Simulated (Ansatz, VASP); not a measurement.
# SnP2H16C6Cl2 (SnP2H16C6Cl2 (P-1)): VASP beside Ansatz

One calculation is typed for both programs; each brings its own data sets. How far apart do they land? Of the first pair: The cell is taken from a series of runs on this material, whose earlier steps may have relaxed, scaled, displaced or heated it; both programs get it as it stands.

Calculated with Ansatz 0.2.0; plane waves, with VASP 6.6.1 beside it; single point at PBE with D4.

### 1. The starting structure

The cell holds 108 atoms: 4 Sn, 64 H, 8 P, 24 C and 8 Cl. Its edges and angles: a = 14.716 Å, b = 7.880 Å, c = 11.002 Å, α = 74.7°, β = 79.6°, γ = 78.0°. It derives from SnP2H16C6Cl2 (P-1), repeated 2×1×1. As first built, before any earlier steps moved the atoms (in the runner's words): SnP2H16C6Cl2, space group P-1, measured structure (Crystallography Open Database), 2 x 1 x 1 conventional cells; positions as measured; bonds to H set to neutron lengths (C-H 1.089, N-H 1.015, O-H 0.983, B-H 1.19 A) where the measured ones are shorter.

### 2. VASP: single point, PBE with D4, pair 1

A single point gives forces, pressure and levels at one fixed geometry, so differences don't come from the geometry; what else differs is listed under the comparison.

Lines of VASP's logs that name or quote its potential files are left out, and so is its time.

The input, INCAR:

```
SYSTEM = SnP2H16C6Cl2
PREC = Accurate
ENCUT = 600
EDIFF = 1E-06
NELM = 120
ISMEAR = 0
SIGMA = 0.025
LREAL = Auto
ALGO = Normal
GGA = PE
IVDW = 13
NBANDS = 232
LORBIT = 11
LWAVE = .FALSE.
LCHARG = .FALSE.
ISIF = 2
LASPH = .TRUE.
GGA_COMPAT = .FALSE.
EFERMI = MIDGAP
NCORE = 2
```

The input, POSCAR:

```
SnP2H16C6Cl2
1.0
   14.7160000000      0.0000000000      0.0000000000
    1.6329600000      7.7089400000      0.0000000000
    1.9879600000      2.5502300000     10.5161000000
Sn H P C Cl
4 64 8 24 8
Direct
    0.4935100000      0.4497900000      0.7223200000
    0.0064900000      0.5502100000      0.2776800000
    0.9935100000      0.4497900000      0.7223200000
    0.5064900000      0.5502100000      0.2776800000
    0.1760700000      0.6523300000      0.8572000000
    0.3239300000      0.3476700000      0.1428000000
    0.2272400000      0.6160700000      0.7049200000
    0.2727600000      0.3839300000      0.2950800000
    0.2833500000      0.5020100000      0.8411100000
    0.2166500000      0.4979900000      0.1588900000
    0.2125200000      0.2400800000      0.0289100000
    0.2874800000      0.7599200000      0.9710900000
    0.1104000000      0.1574900000      0.0218100000
    0.3896000000      0.8425100000      0.9781900000
    0.1000300000      0.3727200000      0.0506800000
    0.3999700000      0.6272800000      0.9493200000
    0.2575900000      0.2611900000      0.6639600000
    0.2424100000      0.7388100000      0.3360400000
    0.2883200000      0.1451000000      0.8153700000
    0.2116800000      0.8549000000      0.1846300000
    0.1501200000      0.9944500000      0.8584000000
    0.3498800000      0.0055500000      0.1416000000
    0.2245000000      0.9520000000      0.7212800000
    0.2755000000      0.0480000000      0.2787200000
    0.4456200000      0.0215100000      0.6594100000
    0.0543800000      0.9784900000      0.3405900000
    0.4891300000      0.9321600000      0.8080400000
    0.0108700000      0.0678400000      0.1919600000
    0.0481100000      0.8559400000      0.6713800000
    0.4518900000      0.1440600000      0.3286200000
[... 72 atom lines left out ...]
    0.1119850000      0.6008200000      0.5205700000
    0.3880150000      0.3991800000      0.4794300000
    0.9275050000      0.2265700000      0.9352600000
    0.5724950000      0.7734300000      0.0647400000
    0.6119850000      0.6008200000      0.5205700000
    0.8880150000      0.3991800000      0.4794300000
```

The input, KPOINTS:

```
Automatic mesh
0
Gamma
1 1 1
0 0 0
```

Potentials, in the order of the species: Sn_d, H, P, C and Cl (PBE family, release 64).

Started as:

```bash
$ mpirun -np 8 vasp_gam
```

Numbers of over 12 decimals in the logs are rounded to 6 here.

Output:

```text
[banner, memory and clock lines left out]
running    8 mpi-ranks, on    1 nodes
[...]
LDA part: xc-table for (Slater+PW92), standard interpolation
 POSCAR, INCAR and KPOINTS ok, starting setup
[...]
entering main loop
       N       E                     dE             d eps       ncg     rms          rms(c)
DAV:   1     0.345595054914E+04    0.34560E+04   -0.15143E+05   472   0.153E+03
DAV:   2     0.141022035161E+02   -0.34418E+04   -0.32126E+04   616   0.347E+02
DAV:   3    -0.556448184153E+03   -0.57055E+03   -0.55564E+03   536   0.173E+02
DAV:   4    -0.594102626028E+03   -0.37654E+02   -0.37084E+02   648   0.453E+01
[...]
DAV:  14    -0.540265427137E+03   -0.22184E-04   -0.40081E-05   608   0.156E-02    0.153E-02
DAV:  15    -0.540265437349E+03   -0.10212E-04   -0.18519E-05   512   0.939E-03    0.526E-03
DAV:  16    -0.540265437685E+03   -0.33572E-06   -0.13789E-06   448   0.340E-03
   1 F= -.54952186E+03 E0= -.54952186E+03  d E =0.000000E+00
```

From OUTCAR (step 2):

```text
  FREE ENERGIE OF THE ION-ELECTRON SYSTEM (eV)
  ---------------------------------------------------
  free  energy   TOTEN  =      -549.5218568140 eV

  energy  without entropy=     -549.5218568140  energy(sigma->0) =     -549.52185681
```

The run ends at a pressure of 2.12 GPa, with forces up to 0.50 eV/Å.

### 3. Ansatz: single point, PBE with D4, pair 1

Ansatz runs on its default PAW (the set named soft_2) files.

The same cell, functional, mesh and smearing now go to Ansatz, which takes its cutoff from its data sets.

The input, input.yaml:

```yaml
crystal:
  lattice:
    - [14.716, 0.0, 0.0]
    - [1.63296, 7.70894, 0.0]
    - [1.98796, 2.55023, 10.5161]
  atoms:
    - { symbol: Sn, position: [0.49351, 0.44979, 0.72232] }
    - { symbol: Sn, position: [0.00649, 0.55021, 0.27768] }
    - { symbol: H, position: [0.17607, 0.65233, 0.8572] }
    - { symbol: H, position: [0.32393, 0.34767, 0.1428] }
    - { symbol: H, position: [0.22724, 0.61607, 0.70492] }
    - { symbol: H, position: [0.27276, 0.38393, 0.29508] }
    - { symbol: H, position: [0.28335, 0.50201, 0.84111] }
    - { symbol: H, position: [0.21665, 0.49799, 0.15889] }
    - { symbol: H, position: [0.21252, 0.24008, 0.02891] }
    - { symbol: H, position: [0.28748, 0.75992, 0.97109] }
    - { symbol: H, position: [0.1104, 0.15749, 0.02181] }
    - { symbol: H, position: [0.3896, 0.84251, 0.97819] }
    - { symbol: H, position: [0.10003, 0.37272, 0.05068] }
    - { symbol: H, position: [0.39997, 0.62728, 0.94932] }
    - { symbol: H, position: [0.25759, 0.26119, 0.66396] }
    - { symbol: H, position: [0.24241, 0.73881, 0.33604] }
    - { symbol: H, position: [0.28832, 0.1451, 0.81537] }
    - { symbol: H, position: [0.21168, 0.8549, 0.18463] }
    - { symbol: H, position: [0.15012, 0.99445, 0.8584] }
    - { symbol: H, position: [0.34988, 0.00555, 0.1416] }
    - { symbol: H, position: [0.2245, 0.952, 0.72128] }
    - { symbol: H, position: [0.2755, 0.048, 0.27872] }
    - { symbol: H, position: [0.44562, 0.02151, 0.65941] }
    - { symbol: H, position: [0.05438, 0.97849, 0.34059] }
    - { symbol: H, position: [0.48913, 0.93216, 0.80804] }
    - { symbol: H, position: [0.01087, 0.06784, 0.19196] }
    - { symbol: H, position: [0.04811, 0.85594, 0.67138] }
    - { symbol: H, position: [0.45189, 0.14406, 0.32862] }
    - { symbol: H, position: [0.16194, 0.01809, 0.49556] }
    - { symbol: H, position: [0.33806, 0.98191, 0.50444] }
[... 72 atom lines left out ...]
    - { symbol: C, position: [0.63265, 0.1526, 0.5069] }
    - { symbol: C, position: [0.86735, 0.8474, 0.4931] }
    - { symbol: Cl, position: [0.9275, 0.22657, 0.93526] }
    - { symbol: Cl, position: [0.57249, 0.77343, 0.06474] }
    - { symbol: Cl, position: [0.61199, 0.60082, 0.52057] }
    - { symbol: Cl, position: [0.88802, 0.39918, 0.47943] }
kpoints:
  mp_grid: { grid: [1, 1, 1] }
hamiltonian:
  xc: pbe
  dispersion: d4
scf:
  occupations: { method: gaussian, width: 0.025 }
output:
  forces: true
  stress: true
  populations: true
  dos:
    method: { smearing: { sigma: 0.15 } }
    de: 0.1
    projected: { site_lists: { C: [C], Cl: [Cl], H: [H], P: [P], Sn: [Sn] } }
  eigenvalues: true
```

Started as:

```bash
$ ansatz run input.yaml --threads 4 --pin off --max-ram 8192MiB --backend cpu --events-out ev --progress --plain --runs-dir out
```

Output:

```text
Warning: the atoms were moved onto the symmetric positions of the space group found under crystal.symmetry.tolerance 1.0e-5 (fractional; no operation is sought that the atoms, as they stand in a round, miss by more than twice it, and no atom is moved by as much as it), and the run uses the moved positions. Before a round's move an operation carried an atom to 1.47e-4 Å from where it should land, the largest such dist [...]
[...]
atom  44  C      0.10692418     0.19425717     0.07187769
  atom  45  C      0.15068780     0.13981877     0.22654438
  atom  46  C     -0.15068780    -0.13981877    -0.22654438
  atom  47  C      0.01568544    -0.17492088     0.02222910
  atom  48  C     -0.01568544     0.17492088    -0.02222910
  atom  49  C      0.15964647    -0.14983096    -0.15677999
  atom  50  C     -0.15964647     0.14983096     0.15677999
  atom  51  Cl    -0.09795762    -0.12213032     0.19008335
  atom  52  Cl     0.09795762     0.12213032    -0.19008335
  atom  53  Cl     0.07730916     0.12956262    -0.01041078
  atom  54  Cl    -0.07730916    -0.12956262     0.01041078
  atom  55  Sn    -0.32314448     0.16391526    -0.03878107
  atom  56  Sn     0.32314448    -0.16391526     0.03878107
  atom  57  H     -0.16385070     0.27047317     0.21294890
  atom  58  H      0.16385070    -0.27047317    -0.21294890
  atom  59  H     -0.05262289    -0.03367539    -0.23327068
  atom  60  H      0.05262289     0.03367539     0.23327068
  atom  61  H      0.27988832    -0.09024250     0.12202703
  atom  62  H     -0.27988832     0.09024250    -0.12202703
  atom  63  H      0.31986680    -0.01069789     0.06258646
  atom  64  H     -0.31986680     0.01069789    -0.06258646
  atom  65  H     -0.17505208    -0.12163809     0.02933542
  atom  66  H      0.17505208     0.12163809    -0.02933542
  atom  67  H     -0.10149668     0.17811349     0.13010412
[...]
atom 101  C      0.01568544    -0.17492088     0.02222910
  atom 102  C     -0.01568544     0.17492088    -0.02222910
  atom 103  C      0.15964647    -0.14983096    -0.15677999
  atom 104  C     -0.15964647     0.14983096     0.15677999
  atom 105  Cl    -0.09795762    -0.12213032     0.19008335
  atom 106  Cl     0.09795762     0.12213032    -0.19008335
  atom 107  Cl     0.07730916     0.12956262    -0.01041078
  atom 108  Cl    -0.07730916    -0.12956262     0.01041078
  max |Σ_I F_I| component: 3.19e-16 eV/Å
--- Stress (GPa, compression-positive) ---
        2.269405       0.292477      -0.249944
        0.292477       2.442687      -0.259176
       -0.249944      -0.259175       2.010876
  P = ⅓ Tr σ = 2.2410 GPa (22.410 kbar)
--- Band table (eV) ---
  k-point 0: bands = ["-18.1303", "-18.1303", "-18.1284", "-18.1284", "-18.1107", "-18.1107", "-18.1094", "-18.1094", "-18.0735", "-18.0735", "-18.0735", "-18.0734", "-18.0503", "-18.0502", "-18.0497", "-18.0497", "-18.0415", "-18.0415", "-18.0405", "-18.0405", "-13.5938", "-13.5564", "-13.5370", "-13.5288", "-12.4420", "-12.4317", "-12.4146", "-12.3813", "-11.6924", "-11.6878", "-11.5447", "-11.5414", "-11.4893", "- [...]
--- Löwdin populations: 108 sites ---
  site symbol       q [e]
     0     Sn     13.6366
     1     Sn     13.6366
     2      H      0.7888
     3      H      0.7888
     4      H      0.7880
     5      H      0.7880
     6      H      0.7951
     7      H      0.7951
     8      H      0.7983
     9      H      0.7983
    10      H      0.7861
    11      H      0.7861
    12      H      0.7915
    13      H      0.7915
    14      H      0.7903
    15      H      0.7903
    16      H      0.7920
    17      H      0.7920
    18      H      0.7942
    19      H      0.7942
    20      H      0.8031
    21      H      0.8031
    22      H      0.7865
    23      H      0.7865
[...]
100      C      4.6754
   101      C      4.6754
   102      C      4.6707
   103      C      4.6707
   104     Cl      7.5507
   105     Cl      7.5507
   106     Cl      7.5367
   107     Cl      7.5367
  spilling = 0.010179 (of n_electrons = 312.000000)
```

### 4. Differences

Known differences besides the potentials themselves: Ansatz takes its cutoff from its data sets, VASP runs at 600 eV. Total energies have different zeros and are not compared.

Compared:

```tsv
quantity	Ansatz	VASP	difference
pressure (GPa)	2.24	2.12	+0.12
gap on the k mesh (eV)	3.415	3.403	+0.013
```

Forces on 10 of the 108 atoms, those with the largest forces and the largest differences (eV/Å; atoms numbered as in POSCAR):

```tsv
atom	Ansatz x, y, z	VASP x, y, z
H22	0.311, 0.223, -0.281	0.317, 0.226, -0.297
H23	0.106, -0.460, -0.085	0.112, -0.477, -0.093
H24	-0.106, 0.460, 0.085	-0.112, 0.477, 0.093
H53	-0.311, -0.223, 0.281	-0.317, -0.226, 0.297
H54	0.311, 0.223, -0.281	0.317, 0.226, -0.297
H55	0.106, -0.460, -0.085	0.112, -0.477, -0.093
H56	-0.106, 0.460, 0.085	-0.112, 0.477, 0.093
P72	0.212, -0.332, -0.121	0.190, -0.281, -0.113
P75	-0.212, 0.332, 0.121	-0.190, 0.281, 0.113
P76	0.212, -0.332, -0.121	0.190, -0.281, -0.113
```

The forces differ by 18 meV/Å r.m.s., which is 10.2 % of the r.m.s. force of 0.180 eV/Å (both taken over all components). A gap on the mesh is an upper bound, since the band edges may lie between its points.

### 5. VASP: single point, PBE with D4, pair 2

A single point gives forces, pressure and levels at one fixed geometry, so differences don't come from the geometry; what else differs is listed under the comparison.

INCAR is that of step 2.

The input, POSCAR:

```
SnP2H16C6Cl2
1.0
   14.7160000000      0.0000000000      0.0000000000
    1.6329600000      7.7089400000      0.0000000000
    1.9879600000      2.5502300000     10.5161000000
Sn H P C Cl
4 64 8 24 8
Direct
    0.4886800000      0.4418200000      0.7253500000
    0.0113200000      0.5581800000      0.2746500000
    0.9886800000      0.4418200000      0.7253500000
    0.5113200000      0.5581800000      0.2746500000
    0.1707400000      0.6599300000      0.8495900000
    0.3292600000      0.3400700000      0.1504100000
    0.2208900000      0.6141600000      0.6975900000
    0.2791100000      0.3858400000      0.3024100000
    0.2814300000      0.5135700000      0.8344400000
    0.2185700000      0.4864300000      0.1655600000
    0.2110300000      0.2465300000      0.0336800000
    0.2889700000      0.7534700000      0.9663200000
    0.1062000000      0.1648800000      0.0294600000
    0.3938000000      0.8351200000      0.9705400000
    0.0983000000      0.3835200000      0.0530200000
    0.4017000000      0.6164800000      0.9469800000
    0.2631100000      0.2553800000      0.6746900000
    0.2368900000      0.7446200000      0.3253100000
    0.2862700000      0.1400800000      0.8302300000
    0.2137300000      0.8599200000      0.1697700000
    0.1384400000      0.9958600000      0.8603600000
    0.3615600000      0.0041400000      0.1396400000
    0.2220600000      0.9365600000      0.7346700000
    0.2779400000      0.0634400000      0.2653300000
    0.4556800000      0.0392500000      0.6216500000
    0.0443200000      0.9607500000      0.3783500000
    0.4917500000      0.9225400000      0.7728500000
    0.0082500000      0.0774600000      0.2271500000
    0.0578300000      0.8692600000      0.6287200000
    0.4421700000      0.1307400000      0.3712800000
[... 72 atom lines left out ...]
    0.1076400000      0.6135500000      0.5250500000
    0.3923600000      0.3864500000      0.4749500000
    0.9250600000      0.2079700000      0.9337300000
    0.5749400000      0.7920300000      0.0662700000
    0.6076400000      0.6135500000      0.5250500000
    0.8923600000      0.3864500000      0.4749500000
```

KPOINTS is that of step 2.

Started as:

```bash
$ mpirun -np 8 vasp_gam
```

Output:

```text
[... set-up lines as in an earlier step ...]
 entering main loop
       N       E                     dE             d eps       ncg     rms          rms(c)
DAV:   1     0.345094426015E+04    0.34509E+04   -0.15193E+05   472   0.153E+03
DAV:   2     0.331792294740E+02   -0.34178E+04   -0.31852E+04   600   0.347E+02
DAV:   3    -0.551684139218E+03   -0.58486E+03   -0.56895E+03   528   0.172E+02
DAV:   4    -0.591866455970E+03   -0.40182E+02   -0.39434E+02   624   0.464E+01
[...]
DAV:  14    -0.540843066117E+03   -0.26015E-04   -0.34103E-05   600   0.147E-02    0.156E-02
DAV:  15    -0.540843076469E+03   -0.10352E-04   -0.16988E-05   504   0.903E-03    0.537E-03
DAV:  16    -0.540843076850E+03   -0.38128E-06   -0.85644E-07   432   0.282E-03
   1 F= -.55013993E+03 E0= -.55013993E+03  d E =0.000000E+00
```

From OUTCAR (step 5):

```text
  FREE ENERGIE OF THE ION-ELECTRON SYSTEM (eV)
  ---------------------------------------------------
  free  energy   TOTEN  =      -550.1399261412 eV

  energy  without entropy=     -550.1399261412  energy(sigma->0) =     -550.13992614
```

The run ends at a pressure of 0.17 GPa, with forces up to 0.059 eV/Å.

### 6. Ansatz: single point, PBE with D4, pair 2

The same cell, functional, mesh and smearing now go to Ansatz, which takes its cutoff from its data sets.

The cell is taken from a series of runs on this material, whose earlier steps may have relaxed, scaled, displaced or heated it; both programs get it as it stands.

The input, input.yaml:

```yaml
crystal:
  lattice:
    - [14.716, 0.0, 0.0]
    - [1.63296, 7.70894, 0.0]
    - [1.98796, 2.55023, 10.5161]
  atoms:
    - { symbol: Sn, position: [0.48868, 0.44182, 0.72535] }
    - { symbol: Sn, position: [0.01132, 0.55818, 0.27465] }
    - { symbol: H, position: [0.17074, 0.65993, 0.84959] }
    - { symbol: H, position: [0.32926, 0.34007, 0.15041] }
    - { symbol: H, position: [0.22089, 0.61416, 0.69759] }
    - { symbol: H, position: [0.27911, 0.38584, 0.30241] }
    - { symbol: H, position: [0.28143, 0.51357, 0.83444] }
    - { symbol: H, position: [0.21857, 0.48643, 0.16556] }
    - { symbol: H, position: [0.21103, 0.24653, 0.03368] }
    - { symbol: H, position: [0.28897, 0.75347, 0.96632] }
    - { symbol: H, position: [0.1062, 0.16488, 0.02946] }
    - { symbol: H, position: [0.3938, 0.83512, 0.97054] }
    - { symbol: H, position: [0.0983, 0.38352, 0.05302] }
    - { symbol: H, position: [0.4017, 0.61648, 0.94698] }
    - { symbol: H, position: [0.26311, 0.25538, 0.67469] }
    - { symbol: H, position: [0.23689, 0.74462, 0.32531] }
    - { symbol: H, position: [0.28627, 0.14008, 0.83023] }
    - { symbol: H, position: [0.21373, 0.85992, 0.16977] }
    - { symbol: H, position: [0.13844, 0.99586, 0.86036] }
    - { symbol: H, position: [0.36156, 0.00414, 0.13964] }
    - { symbol: H, position: [0.22206, 0.93656, 0.73467] }
    - { symbol: H, position: [0.27794, 0.06344, 0.26533] }
    - { symbol: H, position: [0.45568, 0.03925, 0.62165] }
    - { symbol: H, position: [0.04432, 0.96075, 0.37835] }
    - { symbol: H, position: [0.49175, 0.92254, 0.77285] }
    - { symbol: H, position: [0.00825, 0.07746, 0.22715] }
    - { symbol: H, position: [0.05783, 0.86926, 0.62872] }
    - { symbol: H, position: [0.44217, 0.13074, 0.37128] }
    - { symbol: H, position: [0.17676, 0.04534, 0.47931] }
    - { symbol: H, position: [0.32324, 0.95466, 0.52069] }
[... 72 atom lines left out ...]
    - { symbol: C, position: [0.64812, 0.17628, 0.4996] }
    - { symbol: C, position: [0.85188, 0.82372, 0.5004] }
    - { symbol: Cl, position: [0.92506, 0.20797, 0.93373] }
    - { symbol: Cl, position: [0.57494, 0.79203, 0.06627] }
    - { symbol: Cl, position: [0.60764, 0.61355, 0.52505] }
    - { symbol: Cl, position: [0.89236, 0.38645, 0.47495] }
kpoints:
  mp_grid: { grid: [1, 1, 1] }
hamiltonian:
  xc: pbe
  dispersion: d4
scf:
  occupations: { method: gaussian, width: 0.025 }
output:
  forces: true
  stress: true
  populations: true
  dos:
    method: { smearing: { sigma: 0.1 } }
    de: 0.1
    projected: { site_lists: { C: [C], Cl: [Cl], H: [H], P: [P], Sn: [Sn] } }
  eigenvalues: true
  write_density: true
  write_potential: true
  volumetric_format: npy
```

Started as:

```bash
$ ansatz run input.yaml --threads 4 --pin off --max-ram 8192MiB --backend cpu --events-out ev --progress --plain --runs-dir out
```

Output:

```text
[...]
Crystal: 108 atoms, lattice volume = 1192.996 Å³
Basis set: ecut = 420 eV, 23335 PW (Γ), exchange–correlation on 200×108×150 points (8 copies of the dense FFT grid, shifted against one another)
Bands: 264, of which v1, the nominal top of the filled ones, is band 156 counted from 1 (155 counted from 0)
Symmetry: 4 space group operations
[...]
k-points: 1
[...]
--- Löwdin populations: 108 sites ---
  site symbol       q [e]
     0     Sn     13.6291
     1     Sn     13.6291
     2      H      0.7921
     3      H      0.7921
     4      H      0.7900
     5      H      0.7900
     6      H      0.8018
     7      H      0.8018
[...]
104     Cl      7.5368
   105     Cl      7.5368
   106     Cl      7.5354
   107     Cl      7.5354
  spilling = 0.009897 (of n_electrons = 312.000000)
[key lines of the parts left out:]
SCF converged after 8 iterations
Free energy (F): -45855.586367 eV
Fermi energy:    3.588557 eV
P = ⅓ Tr σ = 0.2822 GPa (2.822 kbar)
```

### 7. Comparison

What differs besides the data sets and the points named for the pairs above, as far as they apply: the cutoff is 420 eV in Ansatz and 600 eV in VASP (PREC = Accurate, projectors in real space). Total energies have different zeros and are not compared.

Compared:

```tsv
quantity	Ansatz	VASP	difference
pressure (GPa)	0.28	0.17	+0.11
gap on the k mesh (eV)	3.433	3.423	+0.010
```

At this near-relaxed geometry the largest component of a force difference is 46 meV/Å. A gap on the mesh is an upper bound, since the band edges may lie between its points.

(Part 1 of 2 ends here.)

[Lines on the potential files, build, host, timing and source positions are cut from VASP's logs without a mark.]

[Logs are printed without paths, hosts, clocks, repeated set-up lines and the standing remarks that a program may print on its own settings, such as how far it seeks lower states.]

[Hosts, paths, dates, database ids (printed as entryN), source tags and the programs' standing remarks are cut or masked in the printed files.]
